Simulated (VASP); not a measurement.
These are PBEsol GGA, VASP's PBE PAW potentials (set 64) (plane waves; VASP) values and carry that method's errors.

A VASP calculation is set up with these files.

INCAR:
```
SYSTEM = CdSe
PREC = Accurate
ENCUT = 520
EDIFF = 1E-7
NELM = 100
ALGO = Normal
LREAL = .FALSE.
LASPH = .TRUE.
ISMEAR = 0
SIGMA = 0.05
GGA = PS
LMAXMIX = 4
LWAVE = .FALSE.
LCHARG = .FALSE.
ISIF = 2
```

**POSCAR**
```
CdSe
1.0
  0.0000000000   3.0775210011   3.0775210011
  3.0775210011   0.0000000000   3.0775210011
  3.0775210011   3.0775210011   0.0000000000
Cd Se
1 1
Cart
  0.0000000000   0.0000000000   0.0000000000
  1.5387605006   1.5387605006   1.5387605006
```

File KPOINTS:
```
Automatic mesh
0
Gamma
8 8 8
0 0 0
```

POTCAR, in this order: Cd Se (PBE.64 set). Program: vasp_std.

What does the run give for the energy per atom (σ→0), pressure, band gap (on the k-mesh)?

```
Property                           Value
------------------------  --------------
energy per atom (σ→0)     -3.085 eV/atom
band gap (on the k-mesh)         0.41 eV
pressure                       -1.44 GPa
```

OSZICAR:
```
...
DAV:   8    -0.616972423763E+01    0.13612E-02   -0.13879E-02   809   0.175E+00    0.210E-01
DAV:   9    -0.616960739230E+01    0.11685E-03   -0.19957E-03   869   0.675E-01    0.468E-02
DAV:  10    -0.616962388199E+01   -0.16490E-04   -0.20702E-04   799   0.218E-01    0.395E-02
DAV:  11    -0.616965048700E+01   -0.26605E-04   -0.52202E-05   784   0.646E-02    0.162E-02
DAV:  12    -0.616964933895E+01    0.11481E-05   -0.58535E-06   829   0.359E-02    0.484E-03
DAV:  13    -0.616964975193E+01   -0.41299E-06   -0.13275E-06   779   0.761E-03    0.327E-03
DAV:  14    -0.616964969415E+01    0.57782E-07   -0.13206E-07   575   0.357E-03
   1 F= -.61696497E+01 E0= -.61696497E+01  d E =-.154054E-10
```

The compound is CdSe in the zinc blende structure, whereas wurtzite is the usual form. This cell is one point of a volume scan, at 1.03 of the reference volume.
